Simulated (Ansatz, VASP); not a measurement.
# InGaSbAs in two plane-wave programs

Aim: how closely do two programs agree when they are given the same cell, functional and k mesh? The cell is generated by rule, not measured, and may not be a known phase. The cell is taken from a series of runs on this material, whose earlier steps may have relaxed, scaled, displaced or heated it; both programs get it as it stands.

Calculated with Ansatz 0.2.0; plane waves, with VASP 6.6.1 beside it; HSE06.

The structure was built from a prototype and need not be the compound's stable phase.

### 1. Set-up

The structure is orthorhombic, space group Pmm2 (No. 25). The conventional cell has a = 4.304 Å, b = 4.326 Å, c = 12.202 Å, α = 90.00°, β = 90.00°, γ = 90.00°. Nearest to In lie 2 As at 2.64 Å and 2 Sb at 2.78 Å. Nearest to In lie 4 As at 2.64 Å. Nearest to As lie 4 In at 2.64 Å. Nearest to As lie 2 Ga at 2.52 Å and 2 In at 2.64 Å. Nearest to Ga lie 2 As at 2.52 Å and 2 Sb at 2.64 Å. Nearest to Ga lie 4 Sb at 2.64 Å. It derives from InAs. Farther neighbours are not listed.

As a file:

```cif
data_structure
_symmetry_space_group_name_H-M 'Pmm2'
_symmetry_Int_Tables_number 25
_cell_length_a 4.3036
_cell_length_b 4.3262
_cell_length_c 12.2017
_cell_angle_alpha 90.000
_cell_angle_beta 90.000
_cell_angle_gamma 90.000
_cell_volume 227.18
loop_
_atom_site_label
_atom_site_type_symbol
_atom_site_symmetry_multiplicity
_atom_site_Wyckoff_symbol
_atom_site_fract_x
_atom_site_fract_y
_atom_site_fract_z
_atom_site_occupancy
In1 In 1 a 0.00000 0.00000 0.93022 1
In2 In 1 d 0.50000 0.50000 0.68134 1
As1 As 1 b 0.00000 0.50000 0.80665 1
As2 As 1 c 0.50000 0.00000 0.55662 1
Ga1 Ga 1 a 0.00000 0.00000 0.44854 1
Ga2 Ga 1 d 0.50000 0.50000 0.19821 1
Sb1 Sb 1 b 0.00000 0.50000 0.32399 1
Sb2 Sb 1 c 0.50000 0.00000 0.07467 1
```

### 2. Ansatz: single point, HSE06

Ansatz runs on its PAW soft_1 files.

A single point takes one fixed geometry, so differences don't come from the geometry; what else differs is listed under the comparison.

The input, input.yaml:

```yaml
crystal:
  lattice:
    - [4.3261998201, 0.0, 0.0]
    - [0.0, 4.3036324184, 0.0]
    - [0.0, 0.0, 12.2017473841]
  atoms:
    - { symbol: In, position: [0.0, 0.0, 0.0697828901] }
    - { symbol: As, position: [0.5, 0.0, 0.1933546276] }
    - { symbol: In, position: [0.5, 0.5, 0.3186555806] }
    - { symbol: As, position: [0.0, 0.5, 0.4433776542] }
    - { symbol: Ga, position: [0.0, 0.0, 0.5514564073] }
    - { symbol: Sb, position: [0.5, 0.0, 0.6760117378] }
    - { symbol: Ga, position: [0.5, 0.5, 0.8017937341] }
    - { symbol: Sb, position: [0.0, 0.5, 0.9253280394] }
kpoints:
  mp_grid: { grid: [4, 4, 2] }
hamiltonian:
  xc: hse06
  pseudopotentials: { kind: paw, azcp: { folder: "./paw" } }
scf:
  occupations: { method: fermi_dirac, width: 0.03 }
  n_extra_bands: 6
output:
  eigenvalues: true
  write_density: true
  write_potential: true
  elf: true
  volumetric_format: npy
```

Started as:

```sh
ansatz run input.yaml --threads 3 --pin off --max-ram 92160MiB --backend cuda --events-out ev --progress --plain --runs-dir out --devices 1 --max-vram 13GiB
```

Numbers of over 12 decimals in the logs are rounded to 6 here.

The log of the run:

```text
scf.n_extra_bands = 6 over 56 filled bands (N_el = 112.0): the run solves 62 bands
GPUs: using 1 of 1 available (devices: 1).
Engine: ansatz 0.2.0, x86_64-unknown-linux-gnu
Pseudopotentials: kind: paw
Pseudopotential: In, paw, valence charge 13, recommended cutoff 420 eV (normal), <dir>
Pseudopotential: As, paw, valence charge 15, recommended cutoff 420 eV (normal), <dir>
Pseudopotential: Ga, paw, valence charge 13, recommended cutoff 420 eV (normal), <dir>
Pseudopotential: Sb, paw, valence charge 15, recommended cutoff 420 eV (normal), <dir>
Functional definition: HSE06
  parameter a = 0.25
  parameter omega = 0.11/bohr
  exchange = pbe_x - a*pbe_x_sr(omega) + a*exact_x_sr(omega)
  correlation = pbe_c
device memory: the entry about to start is reckoned to put 3.6 GiB on a device that reports 61.1 GiB free (of which the cap on the GPU budget leaves the run 13.0 GiB)
GPU FFT provider: cuFFT
GPU libraries: cuBLAS 13.8.2, cuFFT 12.4.0, cuSOLVER 12.3.4
Crystal: 8 atoms, lattice volume = 227.177 Å³
Basis set: ecut = 420 eV, 4401 PW (Γ)
Bands: 62, of which v1, the nominal top of the filled ones, is band 56 counted from 1 (55 counted from 0)
Symmetry: 4 space group operations
Space group: Pmm2 (ITA 25), of the structure as read, at distance tolerance 6.1e-5 Å
k-points: 18 of 32
Non-local potential: In, projectors of the file, l = 0: 2, l = 1: 2, l = 2: 2, l = 3: 1
Non-local potential: As, projectors of the file, l = 0: 2, l = 1: 2, l = 2: 3, l = 3: 1
Non-local potential: Ga, projectors of the file, l = 0: 2, l = 1: 2, l = 2: 3, l = 3: 1
Non-local potential: Sb, projectors of the file, l = 0: 2, l = 1: 2, l = 2: 2, l = 3: 1
PAW form: soft (Blöchl's): semilocal exchange-correlation on the pseudo side does not see the compensation charge
PAW frozen core: In, regenerated for the run's functional, and the local potential with it (the file was generated under x = pbe(κ = 0.804, μ = 0.219515), c = pbe(β = 0.066725))
PAW frozen core: As, regenerated for the run's functional, and the local potential with it (the file was generated under x = pbe(κ = 0.804, μ = 0.219515), c = pbe(β = 0.066725))
PAW frozen core: Ga, regenerated for the run's functional, and the local potential with it (the file was generated under x = pbe(κ = 0.804, μ = 0.219515), c = pbe(β = 0.066725))
PAW frozen core: Sb, regenerated for the run's functional, and the local potential with it (the file was generated under x = pbe(κ = 0.804, μ = 0.219515), c = pbe(β = 0.066725))
PAW one-centre angular grid: In, 590 points (default); XC on 64 Gauss nodes
PAW one-centre angular grid: As, 590 points (default); XC on 64 Gauss nodes
PAW one-centre angular grid: Ga, 590 points (default); XC on 64 Gauss nodes
PAW one-centre angular grid: Sb, 590 points (default); XC on 64 Gauss nodes
Initial density: superposition of atomic densities (chi_scale 0.1, normalization cell, long waves kept (reshape's long-wave potential 0.24 eV rms))
Initial wavefunctions: pseudopotential atomic-orbital guess
GPU buffer pool allocated for 81000 grid points (all kernels)
GPU transforms: local potential and band sums: pruned to the plane-wave sphere, on 30×30×81
Functional: x = pbe(κ = 0.804, μ = 0.219515), c = pbe(β = 0.066725), warm-up for x = pbe(κ = 0.804, μ = 0.219515) + 0.25 (exact − pbe) at short range (hse, ω = 0.207870 Å⁻¹), c = pbe(β = 0.066725); HSE06 as pw.x's `hse` composes it (authors' and Libxc's form: `xc: wpbeh`)
SCF iter   1: F=—  HF=-41444.584116 eV  |F-HF|=—  |Δ(HF+E_count)|=         —  Δρ=3.10e-2  dr2=2.33e0  ethr=1.00e-1  ⟨swp⟩=4.7  Hψ=2923  notcnv=0
preconditioner: auto → Kerker (q_TF=auto, 2.425 Å⁻¹)  [metal: Δε(μ)=0.044 eV  Ē_g=12.903 eV  σ=0.030 eV  W_gap=0.35  n_scr=56 (ndim 8)  ℏωp=20.9 eV  f_vac=0.009  D(μ)=1.08/eV (n_scr^D=2)]
SCF iter   2: F=—  HF=-41444.741826 eV  |F-HF|=—  |Δ(HF+E_count)|=   1.58e-1  Δρ=2.01e-2  dr2=1.46e0  ethr=2.08e-3  ⟨swp⟩=6.0  Hψ=2957  notcnv=0  defer=10
preconditioner: auto → none  [insulator: Δε(μ)=0.067 eV  Ē_g=12.880 eV  σ=0.030 eV  W_gap=0.50  n_scr=56 (ndim 8)  ℏωp=20.9 eV  f_vac=0.014  D(μ)=0.93/eV (n_scr^D=2)]
SCF iter   3: F=—  HF=-41445.633868 eV  |F-HF|=—  |Δ(HF+E_count)|=   8.92e-1  Δρ=1.58e-2  dr2=9.72e0  ethr=1.30e-3  ⟨swp⟩=7.6  Hψ=3285  notcnv=0  defer=6  recentre
SCF iter   4: F=—  HF=-41444.665201 eV  |F-HF|=—  |Δ(HF+E_count)|=   9.69e-1  Δρ=7.38e-3  dr2=9.63e-1  ethr=1.30e-3  ⟨swp⟩=7.6  Hψ=3183  notcnv=0  defer=13
iter 5 solved again at ethr=6.90e-5 eV; its pass at ethr=8.60e-4 eV (dr2=7.73e-2 eV) is discarded
SCF iter   5: F=—  HF=-41444.548935 eV  |F-HF|=—  |Δ(HF+E_count)|=   1.16e-1  Δρ=2.37e-3  dr2=7.69e-2  ethr=6.90e-5  ⟨swp⟩=4.7  Hψ=5065  notcnv=0  defer=14
SCF iter   6: F=—  HF=-41444.544970 eV  |F-HF|=—  |Δ(HF+E_count)|=   3.97e-3  Δρ=1.47e-3  dr2=1.82e-2  ethr=6.86e-5  ⟨swp⟩=6.8  Hψ=2759  notcnv=0  defer=20
[...]
SCF iter  16: F=-41444.548234 eV  HF=-41444.548234 eV  |F-HF|=1.16e-10  |Δ(HF+E_count)|=  2.62e-10  Δρ=1.46e-7  dr2=1.73e-10  ethr=1.00e-12  ⟨swp⟩=5.0  Hψ=2414  notcnv=0
SCF 1 converged in 16 iterations: F = -41444.548234 eV  dr2 = 1.73e-10
  greatest PAW one-centre occupation: 0.999 electrons in one spin orbital (limit 2), on the As atom at site 3 (counted from 0), in its partial waves of l = 2
device memory: the entry about to start is reckoned to put 4.5 GiB (of the 4.6 GiB reckoned in all, the device holds 0.1 GiB already) on a device that reports 60.7 GiB free (of which the cap on the GPU budget leaves the run 12.9 GiB)
GPU FFT provider: cuFFT
GPU libraries: cuBLAS 13.8.2, cuFFT 12.4.0, cuSOLVER 12.3.4
Initial density: handed on by an earlier stage of this run
Initial wavefunctions: those handed on with the density
GPU buffer pool allocated for 81000 grid points (all kernels)
GPU transforms: local potential and band sums: pruned to the plane-wave sphere, on 30×30×81
Functional: x = pbe(κ = 0.804, μ = 0.219515) + 0.25 (exact − pbe) at short range (hse, ω = 0.207870 Å⁻¹), c = pbe(β = 0.066725); HSE06 as pw.x's `hse` composes it (authors' and Libxc's form: `xc: wpbeh`)
Exchange kernel: α = 0.2500, screened, ω = 0.2079 Å⁻¹, Wigner–Seitz truncation, v(0) = 1042.4691 eV·Å³, q-mesh 4×4×2, nearest image of the exchange supercell L = 17.21 Å, pair-density grid 20×20×54, without the augmentation charges, whose exchange is taken in its separable form by FFT convolution over the k-point mesh (sized by the pseudopotential files, 30×30×81 at the most), smooth part of the exact exchange by density-matrix convolution in up to 8.18 GiB of GPU memory as planned if the GPU has room (build and FFT work areas not counted)
Frozen-core exchange: fock
iter 1 solved again at ethr=4.39e-5 eV; its pass at ethr=1.00e-1 eV (dr2=4.91e-2 eV) is discarded
SCF iter   1: F=—  HF=-41464.686771 eV  |F-HF|=—  |Δ(HF+E_count)|=         —  Δρ=9.87e-3  dr2=9.30e-2  ethr=4.39e-5  ⟨swp⟩=5.3  Hψ=6450  notcnv=0
eigensolver tolerance schedule calibrated: the retry pair's looser diagonalisation under-reported the residual by θ = 0.42 (0.12/decade); ethr = c·dr2/N_el runs at the constant in force after the calibration composes with the one it found (an armed cap, an earlier calibration), c = 6.4e-2
preconditioner: auto → none  [insulator: Δε(μ)=0.158 eV  Ē_g=14.948 eV  σ=0.030 eV  W_gap=0.87  n_scr=56 (ndim 8)  ℏωp=20.9 eV  f_vac=0.093  D(μ)=0.26/eV (n_scr^D=0)]
[...]
SCF iter   5: F=—  HF=-41464.684306 eV  |F-HF|=—  |Δ(HF+E_count)|=   4.10e-2  Δρ=1.54e-3  dr2=5.66e-3  ethr=6.26e-6  ⟨swp⟩=5.2  Hψ=3813  notcnv=0
SCF iter   6: F=—  HF=-41464.683367 eV  |F-HF|=—  |Δ(HF+E_count)|=   9.39e-4  Δρ=6.84e-4  dr2=1.43e-3  ethr=3.02e-6  ⟨swp⟩=3.1  Hψ=2194  notcnv=0
SCF iter   7: F=—  HF=-41464.683187 eV  |F-HF|=—  |Δ(HF+E_count)|=   1.80e-4  Δρ=1.23e-4  dr2=2.61e-4  ethr=5.88e-7  ⟨swp⟩=4.2  Hψ=2602  notcnv=0
SCF iter   8: F=—  HF=-41464.684474 eV  |F-HF|=—  |Δ(HF+E_count)|=   1.29e-3  Δρ=1.83e-4  dr2=2.66e-4  ethr=3.80e-8  ⟨swp⟩=5.4  Hψ=4404  notcnv=0
SCF iter   9: F=-41464.684417 eV  HF=-41464.684422 eV  |F-HF|=5.70e-6  |Δ(HF+E_count)|=   5.18e-5  Δρ=3.83e-5  dr2=1.57e-5  ethr=3.80e-8  ⟨swp⟩=4.6  Hψ=2625  notcnv=0
SCF 2 stopped early in 9 iterations: F = -41464.684417 eV  dr2 = 1.57e-5
hybrid outer 1: dexx = +4.929e-2 eV, tail = 2.32e-4 eV
GPU FFT provider: cuFFT
GPU libraries: cuBLAS 13.8.2, cuFFT 12.4.0, cuSOLVER 12.3.4
GPU buffer pool allocated for 81000 grid points (all kernels)
GPU transforms: local potential and band sums: pruned to the plane-wave sphere, on 30×30×81
Exchange kernel: α = 0.2500, screened, ω = 0.2079 Å⁻¹, Wigner–Seitz truncation, v(0) = 1042.4691 eV·Å³, q-mesh 4×4×2, nearest image of the exchange supercell L = 17.21 Å, pair-density grid 20×20×54, without the augmentation charges, whose exchange is taken in its separable form by FFT convolution over the k-point mesh (sized by the pseudopotential files, 30×30×81 at the most), smooth part of the exact exchange by density-matrix convolution in up to 8.18 GiB of GPU memory as planned if the GPU has room (build and FFT work areas not counted)
Frozen-core exchange: fock
SCF iter   1: F=—  HF=-41464.684535 eV  |F-HF|=—  |Δ(HF+E_count)|=         —  Δρ=6.10e-5  dr2=1.51e-5  ethr=1.03e-6  ⟨swp⟩=6.3  Hψ=2559  notcnv=0
preconditioner: auto → none  [insulator: Δε(μ)=0.291 eV  Ē_g=14.866 eV  σ=0.030 eV  W_gap=0.98  n_scr=56 (ndim 8)  ℏωp=20.9 eV  f_vac=0.093  D(μ)=0.03/eV (n_scr^D=0)]
SCF iter   2: F=—  HF=-41464.684538 eV  |F-HF|=—  |Δ(HF+E_count)|=   3.06e-6  Δρ=3.14e-5  dr2=2.17e-6  ethr=1.01e-8  ⟨swp⟩=4.5  Hψ=3437  notcnv=0
SCF iter   3: F=—  HF=-41464.684543 eV  |F-HF|=—  |Δ(HF+E_count)|=   5.23e-6  Δρ=1.64e-5  dr2=9.71e-7  ethr=1.16e-9  ⟨swp⟩=5.8  Hψ=3496  notcnv=0
iter 4 solved again at ethr=1.71e-11 eV; its pass at ethr=7.91e-10 eV (dr2=1.92e-8 eV) is discarded
SCF iter   4: F=-41464.684543 eV  HF=-41464.684543 eV  |F-HF|=2.78e-8  |Δ(HF+E_count)|=   2.20e-7  Δρ=3.39e-6  dr2=3.91e-8  ethr=1.71e-11  ⟨swp⟩=5.1  Hψ=5487  notcnv=0
SCF 3 converged in 4 iterations: F = -41464.684543 eV  dr2 = 3.91e-8
hybrid outer 2: dexx = +6.077e-6 eV, tail = 2.37e-7 eV, Δε = 4.60e-3 eV (about 1.98e-4 eV left of the loop's levels)
hybrid SCF converged: 2 outer / 13 inner (+16 warm-up), last move |dexx| = 6.08e-6 eV, tail = 2.37e-7 eV
Stability not checked: this state was not tested for a lower state beside it, because the functional holds exact exchange (a hybrid, or Hartree-Fock), whose exchange loop this test does not read (fock_operator; see scf.lower_state_search)
Free energy (F): -41464.684543 eV
Frozen-core exchange: fock
Harris-Foulkes:  -41464.684543 eV  (|F-HF|=2.78e-8)
Internal energy: -41464.684373 eV  (E = F + TS)
E sigma→0 (E₀):  -41464.684458 eV
Entropy (-TS):   -0.000170 eV (-0.021 meV/atom)
Fermi energy:    7.631766 eV
--- Per-component energies (eV) ---
  E_band       = -1418.050782
  E_kinetic    = 1179.324572
  E_local      = -13853.381980  (includes V_loc(G=0)·N_el)
  E_nonlocal   = 457.092134
  E_hartree    = 7005.785381
  E_xc         = -601.801459
  E_vxc        = -494.625088  (∫ρ·V_xc dr)
  E_exx        = -364.510576  (= α·E_x^exact, valence–valence)
  E_paw        = -25328.043628  (= ΣΔE_a)
  E_vpaw       = -1989.013652  (= ΣTr[D̂ρ^β])
  E_aug_tail   = 0.000182  (compensation charges beyond the density's cutoff)
  E_ewald      = -9958.926116
  E_core_change = -0.222882  (= ΣΔE_core)
  E_smearing   = -0.000170  (= −TS)
  E_closure    = 0.000000  (closes the sum)
  Σ components = -41464.684543   (vs F -41464.684543, Δ=-7.28e-12)
--- Band table (eV; the first three rows and the last of 18) ---
  k-point 0: bands = [... 52 lower, 5.6864, 7.2394, 7.2799, 7.4859, 7.7776, 9.0784, 9.1163, 9.7857, ... 2 higher]
  k-point 1: bands = [... 52 lower, 6.2807, 6.3746, 6.8598, 7.1789, 8.9109, 8.9785, 9.5414, 9.7668, ... 2 higher]
  k-point 2: bands = [... 52 lower, 5.7669, 5.8431, 6.0622, 6.9874, 9.4546, 9.5555, 9.6949, 9.9668, ... 2 higher]
  k-point 17: bands = [... 52 lower, 4.3341, 4.3661, 4.4065, 4.4775, 10.0101, 10.0374, 10.1560, 10.1752, ... 2 higher]
```

The column dr2 measures how far the density is from self-consistency, as an energy; F and HF (Harris–Foulkes) agree once it is small.

[end of part 1 of 2]

[Lines on the potential files, build, host, timing and source positions are cut from VASP's logs without a mark.]

[Logs are printed without paths, hosts, clocks, repeated set-up lines and the standing remarks that a program may print on its own settings, such as how far it seeks lower states.]

[Hosts, paths, dates, database ids (printed as entryN), source tags and the programs' standing remarks are cut or masked in the printed files.]
